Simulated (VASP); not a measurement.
# ZnCd3Se3S (P-6m2) in VASP: further runs

One crystal, ZnCd3Se3S, is run at these levels: PBE; tasks: relaxation of cell and atoms.

Program: VASP 6.6.1. These are calculated values, not measurements. Logs are shortened: lines on timing, memory, paths and dates and some standing lists are left out, and cuts for length are marked.

## (1) Starting point

Symmetry: P-6m2, No. 187, hexagonal system. Conventional cell: a = 4.535 Å, b = 4.535 Å, c = 10.498 Å, α = 90.00°, β = 90.00°, γ = 120.00°. Zn (site symmetry -6m2) is surrounded by 3 Cd at 2.62 Å and 3 Se at 2.62 Å. Around Cd (site symmetry -6m2) lie 3 Zn at 2.62 Å and 3 Se at 2.62 Å. Cd (site symmetry 3m) has 1 S at 2.07 Å as nearest neighbours. Se (site symmetry -6m2) is surrounded by 3 Se at 2.62 Å and 3 S at 2.62 Å. Se (site symmetry -6m2) has 3 S at 2.62 Å and 3 Se at 2.62 Å as nearest neighbours. Se (site symmetry -6m2) has 3 Zn at 2.62 Å and 3 Cd at 2.62 Å as nearest neighbours. S (site symmetry -6m2) is surrounded by 2 Cd at 2.07 Å.

The cell was built by a generator and needn't be a form met in nature.

## (2) Relaxation of cell and atoms, PBE

Input file INCAR:

```
SYSTEM = ZnCd3Se3S
ALGO = Fast
EDIFF = 1E-4
EDIFFG = -0.08
ENCUT = 520
GGA = PE
IBRION = 2
ISIF = 3
ISMEAR = 0
LASPH = .True.
LCHARG = .False.
LREAL = .False.
LWAVE = .False.
NELM = 60
NSW = 24
PREC = Normal
SIGMA = 0.15
```

Input file KPOINTS:

```
k-points
0
Gamma
  4 4 2
  0 0 0
```

Input file POSCAR:

```
ZnCd3Se3S
1.0
    4.5347581500      0.0000000000      0.0000000000
   -2.2673790800      3.9272157600      0.0000000000
    0.0000000000      0.0000000000     10.4979618900
Zn Cd Se S
1 3 3 1
Direct
    0.6666666700      0.3333333300      0.0000000000
    0.3333333300      0.6666666700      0.0000000000
    0.3333333300      0.6666666700      0.6975453500
    0.3333333300      0.6666666700      0.3024546500
    0.0000000000      0.0000000000      0.5000000000
    0.6666666700      0.3333333300      0.5000000000
    0.0000000000      0.0000000000      0.0000000000
    0.3333333300      0.6666666700      0.5000000000
```

Potentials or basis: VASP PAW PBE potentials, release 64 (Zn, Cd, Se, S).

Run with:

```console
cat potpaw_PBE.64/Zn/POTCAR potpaw_PBE.64/Cd/POTCAR potpaw_PBE.64/Se/POTCAR potpaw_PBE.64/S/POTCAR > POTCAR
mpirun -np 1 vasp_std > vasp.out
```

OUTCAR:

```text
SYSTEM = ZnCd3Se3S
   EDIFF = 1E-4
   EDIFFG = -0.08
   ENCUT = 520
   GGA = PE
   IBRION = 2
   ISIF = 3
   ISMEAR = 0
   LASPH = .True.
   LREAL = .False.
   NELM = 60
   NSW = 24
   PREC = Normal

 ion  position               nearest neighbor table
   1  0.667  0.333  0.000-   2 2.62   2 2.62   7 2.62   7 2.62   7 2.62   2 2.62
   2  0.333  0.667  0.000-   1 2.62   1 2.62   7 2.62   7 2.62   7 2.62   1 2.62   4 3.18   3 3.18

   3  0.333  0.667  0.698-   8 2.07   2 3.18
   4  0.333  0.667  0.302-   8 2.07   2 3.18
   5  0.000  0.000  0.500-   6 2.62   8 2.62   6 2.62   8 2.62   6 2.62   8 2.62
   6  0.667  0.333  0.500-   8 2.62   8 2.62   5 2.62   5 2.62   5 2.62   8 2.62
   7  0.000  0.000  0.000-   1 2.62   2 2.62   1 2.62   2 2.62   1 2.62   2 2.62
   8  0.333  0.667  0.500-   3 2.07   4 2.07   6 2.62   6 2.62   5 2.62   5 2.62   5 2.62   6 2.62

  LATTYP: Found a hexagonal cell.
 ALAT       =     4.5347581500
 C/A-ratio  =     2.3149992883

  Lattice vectors:

 A1 = (   4.5347581500,   0.0000000000,   0.0000000000)
 A2 = (  -2.2673790800,   3.9272157600,   0.0000000000)
 A3 = (   0.0000000000,   0.0000000000,  10.4979618900)

Analysis of symmetry for initial positions (statically):
=====================================================================
 Subroutine PRICEL returns:
 Original cell was already a primitive cell.

 Routine SETGRP: Setting up the symmetry group for a
 hexagonal supercell.

 Subroutine GETGRP returns: Found 12 space group operations
 (whereof 12 operations were pure point group operations)
 out of a pool of 24 trial point group operations.

The static configuration has the point symmetry D_3h.

Analysis of symmetry for dynamics (positions and initial velocities):
=====================================================================
 Subroutine PRICEL returns:
 Original cell was already a primitive cell.

 Routine SETGRP: Setting up the symmetry group for a
 hexagonal supercell.

 Subroutine GETGRP returns: Found 12 space group operations
 (whereof 12 operations were pure point group operations)
 out of a pool of 24 trial point group operations.

The dynamic configuration has the point symmetry D_3h.

 Subroutine INISYM returns: Found 12 space group operations
 (whereof 12 operations are pure point group operations),
 and found     1 'primitive' translations

----------------------------------------------------------------------------------------

                                     Primitive cell

  volume of cell :     186.9579

  direct lattice vectors                    reciprocal lattice vectors
     4.534758150  0.000000000  0.000000000     0.220518927  0.127316662  0.000000000
    -2.267379080  3.927215760  0.000000000     0.000000000  0.254633323  0.000000000
     0.000000000  0.000000000 10.497961890     0.000000000  0.000000000  0.095256585

  length of vectors
     4.534758150  4.534758154 10.497961890     0.254633323  0.254633323  0.095256585

  position of ions in fractional coordinates (direct lattice)
     0.666666670  0.333333330  0.000000000
     0.333333330  0.666666670  0.000000000
     0.333333330  0.666666670  0.697545350
     0.333333330  0.666666670  0.302454650
     0.000000000  0.000000000  0.500000000
     0.666666670  0.333333330  0.500000000
     0.000000000  0.000000000  0.000000000
     0.333333330  0.666666670  0.500000000

  ion indices of the primitive-cell ions
   primitive index   ion index
                 1           1
                 2           2
                 3           3
                 4           4
                 5           5
                 6           6
                 7           7
                 8           8

----------------------------------------------------------------------------------------

 KPOINTS: k-points

Automatic generation of k-mesh.
 Grid dimensions read from file:
 generate k-points for:    4    4    2

 Generating k-lattice:

  Cartesian coordinates                     Fractional coordinates (reciprocal lattice)
     0.055129732  0.031829165  0.000000000     0.250000000  0.000000000  0.000000000
     0.000000000  0.063658331  0.000000000     0.000000000  0.250000000  0.000000000
     0.000000000  0.000000000  0.047628293     0.000000000  0.000000000  0.500000000

  Length of vectors
     0.063658331  0.063658331  0.047628293

  Shift w.r.t. Gamma in fractional coordinates (k-lattice)
     0.000000000  0.000000000  0.000000000

 Subroutine IBZKPT returns following result:
 ===========================================

 Found      8 irreducible k-points:

 Following reciprocal coordinates:
            Coordinates               Weight
  0.000000  0.000000  0.000000      1.000000
  0.250000 -0.000000  0.000000      6.000000
  0.500000 -0.000000  0.000000      3.000000
  0.250000  0.250000  0.000000      6.000000
  0.000000  0.000000  0.500000      1.000000
  0.250000 -0.000000  0.500000      6.000000
  0.500000 -0.000000  0.500000      3.000000
  0.250000  0.250000  0.500000      6.000000
   k-points           NKPTS =      8   k-points in BZ     NKDIM =      8   number of bands    NBANDS=     43
   number of dos      NEDOS =    301   number of ions     NIONS =      8
   total plane-waves  NPLWV =  47040
   dimension x,y,z NGX =    28 NGY =   28 NGZ =   60
   dimension x,y,z NGXF=    56 NGYF=   56 NGZF=  120
   ions per type =               1   3   3   1
   NGX,Y,Z   is equivalent  to a cutoff of  10.26, 10.26,  9.50 a.u.
   NGXF,Y,Z  is equivalent  to a cutoff of  20.53, 20.53, 19.00 a.u.
 SYSTEM =  ZnCd3Se3S
   PREC   = normal    normal or accurate (medium, high low for compatibility)
   ISTART =      0    job   : 0-new  1-cont  2-samecut
   ICHARG =      2    charge: 1-file 2-atom 10-const
   ISPIN  =      1    spin polarized calculation?
   LNONCOLLINEAR =      F non collinear calculations
   LSORBIT =      F    spin-orbit coupling
   LASPH  =      T    aspherical Exc in radial PAW
   ENCUT  =  520.0 eV  38.22 Ry    6.18 a.u.   8.43  8.43 19.52*2*pi/ulx,y,z
   NELM   =     60;   NELMIN=  2; NELMDL= -5     # of ELM steps
   EDIFF  = 0.1E-03   stopping-criterion for ELM
   LREAL  =      F    real-space projection
   EDIFFG = -.8E-01   stopping-criterion for IOM
   NSW    =     24    number of steps for IOM
   IBRION =      2    ionic relax: 0-MD 1-quasi-New 2-CG
   NFREE  =      1    steps in history (QN), initial steepest desc. (CG)
   ISIF   =      3    stress and relaxation
   ISYM   =      2    0-nonsym 1-usesym 2-fastsym
   POTIM  = 0.5000    time-step for ionic-motion
   TEBEG  =    0.0;   TEEND  =   0.0 temperature during run
   PSTRESS=    0.0 pullay stress
   NELECT =      72.0000    total number of electrons
   NUPDOWN=      -1.0000    fix difference up-down
   EMIN   =  10.00;   EMAX   =-10.00  energy-range for DOS
   EFERMI =   0.00;   METHOD = LEGACY
   ISMEAR =     0;   SIGMA  =   0.15  broadening in eV -4-tet -1-fermi 0-gaus
   EFERMI_NEDOS =   21; number of points for ismear=-14 and -15
   IALGO  =     68    algorithm
   IMIX   =      4    mixing-type and parameters
     AMIX     =   0.40;   BMIX     =  1.00
     AMIX_MAG =   1.60;   BMIX_MAG =  1.00
  volume/ion in A,a.u.               =      23.37       157.71
  Fermi-wavevector in a.u.,A,eV,Ry     =   1.191071  2.250798 19.301911  1.418650
  Thomas-Fermi vector in A             =   2.327141
   LORBIT       =      0    0 simple, 1 ext, 2 COOP (PROOUT), +10 PAW based schemes
   GGA     = PE    functional components
   LHFCALC =     F    Hartree Fock is set to
   AEXX    =    0.0000 exact exchange contribution
   IVDW    =     0    specifies the selected vdW correction
   LEPSILON=     F    determine dielectric tensor
   LRPA    =     F    only Hartree local field effects (RPA)
 conjugate gradient relaxation of ions
 non-spin polarized calculation
 RMM-DIIS sequential band-by-band and
 Gauss-broadening in eV      SIGMA  =   0.15
  energy-cutoff  :      520.00
  volume of cell :      186.96
 maximum number of plane-waves:      5092
   NGX = 17   NGY = 17   NGZ = 39

--------------------------------------- Ionic step        1  -------------------------------------------

 number of electron      71.9999944 magnetization

 Free energy of the ion-electron system (eV)
  ---------------------------------------------------
  ext. energy  EPLUGINS =         0.00000000
  ---------------------------------------------------
  free energy    TOTEN  =       -11.19051846 eV

  energy without entropy =      -11.14250835  energy(sigma->0) =      -11.16651340

------------------------ aborting loop because EDIFF is reached ----------------------------------------

  FORCE on cell =-STRESS in cart. coord.  units (eV):
  Direction    XX          YY          ZZ          XY          YZ          ZX
  --------------------------------------------------------------------------------------
  -------------------------------------------------------------------------------------
  Total       20.9135142     20.9135142     30.0565588     -0.0000000      0.0000000      0.0000000
  in kB      179.2229881    179.2229883    257.5763322     -0.0000002      0.0000000      0.0000000
  external PRESSURE =     205.3407695 kB  Pullay stress =       0.0000000 kB
[... 107 lines left out ...]
  FREE ENERGIE OF THE ION-ELECTRON SYSTEM (eV)
  ---------------------------------------------------
  free  energy   TOTEN  =       -15.5378295748 eV

  energy  without entropy=      -15.4938842046  energy(sigma->0) =      -15.51585689

[... ionic steps 4 to 7 ...]

--------------------------------------- Ionic step        8  -------------------------------------------

 number of electron      72.0000005 magnetization

------------------------ aborting loop because EDIFF is reached ----------------------------------------

  FORCE on cell =-STRESS in cart. coord.  units (eV):
  Direction    XX          YY          ZZ          XY          YZ          ZX
  --------------------------------------------------------------------------------------
  -------------------------------------------------------------------------------------
  Total        1.8461190      1.8461191     -0.7449232     -0.0000000      0.0000000     -0.0000000
  in kB       12.8853975     12.8853975     -5.1993568     -0.0000000      0.0000000     -0.0000000
  external PRESSURE =       6.8571461 kB  Pullay stress =       0.0000000 kB
[... 69 lines left out ...]
  energy  without entropy=      -15.7207357559  energy(sigma->0) =      -15.73987107

--------------------------------------- Ionic step       10  -------------------------------------------

 number of electron      71.9999986 magnetization

 Free energy of the ion-electron system (eV)
  ---------------------------------------------------
  ext. energy  EPLUGINS =         0.00000000
  ---------------------------------------------------
  free energy    TOTEN  =       -15.75933789 eV

  energy without entropy =      -15.72130371  energy(sigma->0) =      -15.74032080

 E-fermi :   1.5844     XC(G=0):  -8.6975

 val. band max:        1.5759632612   @ k =   0.5000  -0.0000   0.0000
 cond. band min:       1.6276871798   @ k =   0.0000   0.0000   0.5000
 fundamental gap:      0.0517239186
 Fermi energy:         1.5843847590

 k-point     1 :       0.0000    0.0000    0.0000
  band No.  band energies     occupation
      1     -13.9033      2.00000
      2     -11.8471      2.00000
      3      -9.9010      2.00000
      4      -9.4421      2.00000
      5      -7.6936      2.00000
      6      -7.6936      2.00000
[... 392 lines left out ...]
  FREE ENERGIE OF THE ION-ELECTRON SYSTEM (eV)
  ---------------------------------------------------
  free  energy   TOTEN  =       -15.7593378916 eV

  energy  without entropy=      -15.7213037112  energy(sigma->0) =      -15.74032080

 reached required accuracy - stopping structural energy minimisation
```

Wall time 3.7 min (1 thread of Intel Xeon Platinum 8488C (Sapphire Rapids), shared host); peak memory 0.25 GiB.

What came out:

```
Free energy                            : -15.7593 eV
Relaxed volume                         : 28.74 Å³/atom
Relaxed cell                           : a = 4.887 Å, b = 4.887 Å, c = 11.117 Å, α = 90.00°, β = 90.00°, γ = 120.00°
Space group after relaxing (to 0.05 Å) : P-6m2 (No. 187)
Energy gained by relaxing              : 571.1 meV/atom
Ionic steps                            : 10
Pressure after relaxing                : 0.1 GPa
Largest force after relaxing           : 0.076 eV/Å
Band gap on the k mesh                 : none (metal or under the smearing width)
```

Forces on the atoms (eV/Å):
```
Zn   0.000  0.000  0.000
Cd   0.000  0.000  0.000
Cd   0.000  0.000 -0.076
Cd   0.000  0.000  0.076
Se   0.000  0.000  0.000
Se   0.000  0.000  0.000
Se   0.000  0.000  0.000
S    0.000  0.000  0.000
```

The path:
| step | energy change (eV) | largest force (eV/Å) | pressure (GPa) | volume (Å³) |
| --- | --- | --- | --- | --- |
| 1 | 0.0000 | 8.1080 | 20.53 | 186.96 |
| 2 | -3.8407 | 0.0831 | -4.01 | 280.06 |
| 3 | -4.3473 | 0.7465 | -0.56 | 242.42 |
| 4 | -4.3494 | 0.6671 | -0.87 | 244.58 |
| 5 | -4.4121 | 0.5733 | -0.46 | 240.03 |
| 6 | -4.4817 | 0.2471 | 1.42 | 226.71 |
| 7 | -4.4840 | 0.3642 | 0.95 | 229.33 |
| 8 | -4.5263 | 0.2126 | 0.69 | 229.55 |
| 9 | -4.5685 | 0.1772 | 0.19 | 229.98 |
| 10 | -4.5688 | 0.0759 | 0.12 | 229.94 |

Final structure:
```
Zn Cd Se S
1.0
     4.88715    0.00000    0.00000
    -2.44357    4.23239    0.00000
     0.00000    0.00000   11.11659
Zn Cd Se S
1 3 3 1
Cartesian
  2.4436 1.4108 0.0000
  0.0000 2.8216 0.0000
  0.0000 2.8216 8.2504
  0.0000 2.8216 2.8661
  0.0000 0.0000 5.5583
  2.4436 1.4108 5.5583
  0.0000 0.0000 0.0000
  0.0000 2.8216 5.5583
```

Levels at points of the mesh, in eV from the Fermi level:
```tsv
k point	band 33	band 34	band 35	band 36	band 37	band 38	band 39	band 40
(0.00, 0.00, 0.00)	-2.45	-1.30	-1.28	-0.09	0.05	1.19	1.19	1.91
(0.50, 0.00, 0.00)	-2.05	-1.10	-1.04	-0.39	-0.01	0.77	1.07	1.96
(0.00, 0.00, 0.50)	-2.45	-1.29	-0.92	-0.08	0.04	1.17	1.17	2.37
(0.50, 0.00, 0.50)	-2.05	-1.60	-1.08	-0.01	0.73	0.77	1.07	1.51
```

Caveat: the k mesh is coarse (spacing up to 0.40 Å⁻¹), so the values aren't converged; the volume moved by over 15 % at a fixed basis, so the end points are rough; the relaxation stopped at a loose force limit of 0.08 eV/Å, so its end isn't a converged minimum.

## (3) Relaxation of cell and atoms, PBE

This run uses another cell than the first one, of 19.74 Å³/atom, 0.844 times its volume.

INCAR is that of step 2.

KPOINTS is that of step 2.

Input file POSCAR:

```
ZnCd3Se3S
1.0
    3.6653590400      0.0000000000      0.0000000000
    0.0000000000      3.6653590400      0.0000000000
    0.0000000000      0.0000000000     11.7517682400
Zn Cd Se S
1 3 3 1
Direct
    0.5000000000      0.5000000000      0.0000000000
    0.5000000000      0.5000000000      0.2681739900
    0.0000000000      0.0000000000      0.5000000000
    0.5000000000      0.5000000000      0.7318260100
    0.0000000000      0.0000000000      0.2711060000
    0.5000000000      0.5000000000      0.5000000000
    0.0000000000      0.0000000000      0.7288940000
    0.0000000000      0.0000000000      0.0000000000
```

Potentials or basis: VASP PAW PBE potentials, release 64 (Zn, Cd, Se, S).

Run with:

```console
cat potpaw_PBE.64/Zn/POTCAR potpaw_PBE.64/Cd/POTCAR potpaw_PBE.64/Se/POTCAR potpaw_PBE.64/S/POTCAR > POTCAR
mpirun -np 1 vasp_std > vasp.out
```

It took 7.7 min on 1 thread of Intel Xeon Platinum 8488C (Sapphire Rapids), shared host; peak memory 0.22 GiB.

The run converged. Its results:

| Property | Result |
| --- | --- |
| Free energy | -19.7319 eV |
| Relaxed volume | 26.45 Å³/atom |
| Relaxed cell | a = 3.843 Å, b = 3.843 Å, c = 14.326 Å, α = 90.00°, β = 90.00°, γ = 90.00° |
| Space group after relaxing (to 0.05 Å) | P4/mmm (No. 123) |
| Energy gained by relaxing | 221.6 meV/atom |
| Ionic steps | 23 |
| Pressure after relaxing | 0.2 GPa |
| Largest force after relaxing | 0.078 eV/Å |
| Band gap on the k mesh | none (metal or under the smearing width) |

Forces in eV/Å, atoms in the order of the input:
```
Zn   0.000  0.000  0.000
Cd   0.000  0.000  0.024
Cd   0.000  0.000  0.000
Cd   0.000  0.000 -0.024
Se   0.000  0.000  0.078
Se   0.000  0.000  0.000
Se   0.000  0.000 -0.078
S    0.000  0.000  0.000
```

Stress tensor (GPa, compression positive):
```
0.31 0.00 0.00
0.00 0.31 0.00
0.00 0.00 0.02
```

Step by step:
```
step  energy change (eV)  largest force (eV/Å)  pressure (GPa)  volume (Å³)
   1              0.0000                0.5647           17.17       157.88
   2             -1.1129                0.4445           -4.47       211.25
   3             -1.4757                0.2019            0.24       189.66
   4             -1.4757                0.2119            0.08       190.34
   5             -1.4971                0.2471            0.14       191.19
   6             -1.5505                0.3201            0.09       193.65
   7             -1.5899                0.3062            0.52       198.15
   8             -1.6065                0.3099           -0.01       201.40
   9             -1.6154                0.3128           -0.72       205.94
  10             -1.6470                0.2790           -0.46       205.64
  11             -1.7134                0.1708            0.47       204.71
  12             -1.6670                0.2864            3.05       202.82
  13             -1.7287                0.1173            1.02       204.19
  14             -1.7281                0.0466            1.58       203.86
  15             -1.7396                0.0421            1.43       204.94
  16             -1.7558                0.1617            0.93       208.20
  17             -1.7629                0.0977            0.80       209.13
  18             -1.7692                0.1105           -0.14       211.95
  19             -1.7696                0.1020           -0.07       211.52
  20             -1.7695                0.1025           -0.01       211.42
  21             -1.7702                0.0915            0.10       211.44
  22             -1.7717                0.0944            0.06       211.51
  23             -1.7730                0.0776            0.21       211.63
```

Final structure:
```
Zn Cd Se S
1.0
     3.84345    0.00000    0.00000
     0.00000    3.84345    0.00000
     0.00000    0.00000   14.32638
Zn Cd Se S
1 3 3 1
Direct
  0.50000 0.50000 0.00000
  0.50000 0.50000 0.30086
  0.00000 0.00000 0.50000
  0.50000 0.50000 0.69914
  0.00000 0.00000 0.28434
  0.50000 0.50000 0.50000
  0.00000 0.00000 0.71566
  0.00000 0.00000 0.00000
```

Levels at points of the mesh, in eV from the Fermi level:
```tsv
k point	band 34	band 35	band 36	band 37	band 38	band 39
(0.00, 0.00, 0.00)	-1.00	-1.00	-0.80	-0.46	0.04	0.80
(0.50, 0.00, 0.00)	-0.04	0.04	0.05	2.73	2.95	3.37
(0.50, 0.50, 0.00)	-2.33	-1.52	-1.08	-0.59	-0.17	0.45
(0.00, 0.00, 0.50)	-1.33	-1.00	-1.00	-0.21	-0.09	0.84
(0.50, 0.00, 0.50)	-0.03	0.01	0.07	2.31	3.25	3.76
(0.50, 0.50, 0.50)	-2.35	-1.44	-0.90	-0.85	-0.33	0.58
```

Caveat: the k mesh is coarse (spacing up to 0.43 Å⁻¹), so the values aren't converged; the volume moved by over 15 % at a fixed basis, so the end points are rough; the relaxation stopped at a loose force limit of 0.08 eV/Å, so its end isn't a converged minimum.
